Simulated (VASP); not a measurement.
Here is the system:

```yaml
crystal:
  lattice:
    - [3.69612, 0.00000, 0.00000]
    - [0.00000, 3.69612, 0.00000]
    - [0.00000, 0.00000, 3.69612]
  atoms:
    - { symbol: Ce, position: [0.50000, 0.50000, 0.50000] }
    - { symbol: Mg, position: [0.00000, 0.00000, 0.00000] }
```

All values below come from LDA (Ceperley-Alder, Perdew-Zunger) with spin-orbit coupling, VASP's LDA PAW potentials (set 64) (plane waves; VASP). Numerical set-up: 400 eV cut-off, 9×9×9 Γ-centred mesh, Gaussian smearing of 0.050 eV, potentials Ce Mg.

Give the energies of bands 9 to 21 at the high-symmetry points, in eV from the Fermi level.

| band | Γ | X | M | R |
|---|---|---|---|---|
| 9 | -5.09 | -2.43 | -3.18 | -1.85 |
| 10 | -5.09 | -2.43 | -3.18 | -1.85 |
| 11 | -0.85 | -1.71 | -0.17 | -1.85 |
| 12 | -0.85 | -1.71 | -0.17 | -1.85 |
| 13 | -0.85 | 0.02 | -0.08 | -1.80 |
| 14 | -0.85 | 0.02 | -0.08 | -1.80 |
| 15 | 0.16 | 0.07 | 0.01 | -0.32 |
| 16 | 0.16 | 0.07 | 0.01 | -0.32 |
| 17 | 0.16 | 0.20 | 0.20 | 0.21 |
| 18 | 0.16 | 0.20 | 0.20 | 0.21 |
| 19 | 0.21 | 0.23 | 0.34 | 0.21 |
| 20 | 0.21 | 0.23 | 0.34 | 0.21 |
| 21 | 0.47 | 0.49 | 0.47 | 0.48 |

It has no gap at this level: it comes out as a metal or semimetal.

The structure comes from a computed database's CeMg entry (Pm-3m); how it stands against other phases isn't given here. It was relaxed first, which changed the volume by -11 %.
